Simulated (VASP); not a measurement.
Output of a VASP run:

### OSZICAR
```
       N       E                     dE             d eps       ncg     rms          rms(c)
DAV:   1     0.173477677414E+02    0.17348E+02   -0.53727E+03  1040   0.104E+03
DAV:   2    -0.134576292439E+02   -0.30805E+02   -0.28405E+02  1064   0.154E+02
DAV:   3    -0.138988991983E+02   -0.44127E+00   -0.44127E+00  1208   0.214E+01
DAV:   4    -0.138994231939E+02   -0.52400E-03   -0.52400E-03  1192   0.694E-01
DAV:   5    -0.138994236621E+02   -0.46824E-06   -0.46824E-06  1232   0.153E-02    0.670E+00
DAV:   6    -0.125441365694E+02    0.13553E+01   -0.85507E+00   896   0.207E+01    0.219E+00
DAV:   7    -0.125197271737E+02    0.24409E-01   -0.33726E-02   936   0.245E+00    0.127E+00
DAV:   8    -0.125065702922E+02    0.13157E-01   -0.18957E-02   912   0.215E+00    0.138E-01
DAV:   9    -0.125064913847E+02    0.78907E-04   -0.33393E-04  1336   0.167E-01    0.670E-02
DAV:  10    -0.125065310031E+02   -0.39618E-04   -0.44272E-05   936   0.788E-02    0.356E-03
DAV:  11    -0.125065308773E+02    0.12585E-06   -0.12976E-06   928   0.861E-03
   1 F= -.11377762E+02 E0= -.11377762E+02  d E =-.113778E+02
       N       E                     dE             d eps       ncg     rms          rms(c)
DAV:   1    -0.125545257155E+02   -0.47995E-01   -0.19553E+00   896   0.147E+01    0.224E+00
DAV:   2    -0.124671286371E+02    0.87397E-01   -0.58833E-01   896   0.579E+00    0.237E-01
DAV:   3    -0.124664386085E+02    0.69003E-03   -0.42254E-03   992   0.868E-01    0.139E-01
DAV:   4    -0.124660166524E+02    0.42196E-03   -0.45133E-04   928   0.224E-01    0.284E-02
DAV:   5    -0.124660138724E+02    0.27800E-05   -0.47805E-05   960   0.560E-02    0.723E-03
DAV:   6    -0.124660138610E+02    0.11373E-07   -0.45185E-07   536   0.684E-03
   2 F= -.11382625E+02 E0= -.11382625E+02  d E =-.486225E-02
       N       E                     dE             d eps       ncg     rms          rms(c)
DAV:   1    -0.124967397290E+02   -0.30726E-01   -0.25897E-01   896   0.527E+00    0.816E-01
DAV:   2    -0.124850841604E+02    0.11656E-01   -0.79002E-02   896   0.213E+00    0.803E-02
DAV:   3    -0.124849998407E+02    0.84320E-04   -0.52298E-04   992   0.304E-01    0.479E-02
DAV:   4    -0.124849415237E+02    0.58317E-04   -0.57041E-05   928   0.816E-02    0.991E-03
DAV:   5    -0.124849400226E+02    0.15010E-05   -0.58139E-06   944   0.193E-02    0.258E-03
DAV:   6    -0.124849401185E+02   -0.95874E-07   -0.69376E-08   464   0.252E-03
   3 F= -.11385145E+02 E0= -.11385145E+02  d E =-.738309E-02
```

File OUTCAR:
```
------------------------ aborting loop because EDIFF is reached ----------------------------------------
  FORCE on cell =-STRESS in cart. coord.  units (eV):
  Direction    XX          YY          ZZ          XY          YZ          ZX
  --------------------------------------------------------------------------------------
  Total        1.0996234      1.0996234      1.0996234     -0.0000000     -0.0000000     -0.0000000
  in kB       99.9844256     99.9844256     99.9844256     -0.0000000     -0.0000000     -0.0000000
  external PRESSURE =      -0.0155744 kB  Pullay stress =     100.0000000 kB
  volume of cell :       17.62
      direct lattice vectors                 reciprocal lattice vectors
     0.000000000  2.065367820  2.065367820    -0.242087630  0.242087630  0.242087630
     2.065367820  0.000000000  2.065367820     0.242087630 -0.242087630  0.242087630
     2.065367820  2.065367820 -0.000000000     0.242087630  0.242087630 -0.242087630
  FREE ENERGIE OF THE ION-ELECTRON SYSTEM (eV)
  ---------------------------------------------------
  free  energy   TOTEN  =       -12.4849401185 eV

  energy  without entropy=      -12.4849401185  energy(sigma->0) =      -12.48494012
  enthalpy is  TOTEN    =       -11.3851453949 eV   P V=        1.0997947236

 reached required accuracy - stopping structural energy minimisation
```
(Selected blocks of OUTCAR.)

### POSCAR
```
MgO
1
    0.0000000000     2.0833480560     2.0833480560
    2.0833480560     0.0000000000     2.0833480560
    2.0833480560     2.0833480560     0.0000000000
Mg O
1 1
Direct
  0.0000000000   0.0000000000   0.0000000000
  0.5000000000   0.5000000000   0.5000000000
```

Problem. Write an INCAR and KPOINTS that could have produced this output.

Solution. Several could match; the one computed here: the input of the run itself, PBEsol GGA, plane waves, VASP's PBE PAW potentials (set 64).

**KPOINTS**
```
Automatic
0
gamma
 11 11 11
0 0 0
```

### INCAR
```
SYSTEM  =  MgO
PREC  =  Accurate; ENCUT  =  620; LREAL  =  F
LASPH  =  T
EDIFF  =  1E-6; NELM  =  100; ALGO  =  Normal
ISMEAR  =  0; SIGMA  =  0.05
GGA  =  PS
IBRION  =  2; NSW  =  40; ISIF  =  3
EDIFFG  =  -0.02; PSTRESS  =  100
LWAVE  =  F; LCHARG  =  F
```

POTCAR, in this order: Mg O (PBE.64 set). Program: vasp_std.

Energy and stress use the plane-wave basis of the starting cell.

The structure was generated: MgO was put into the rock salt type (Fm-3m), which need not be its known phase. This run relaxes it under an external pressure of 10 GPa. Symmetry was kept, so distortions that lower it aren't found.
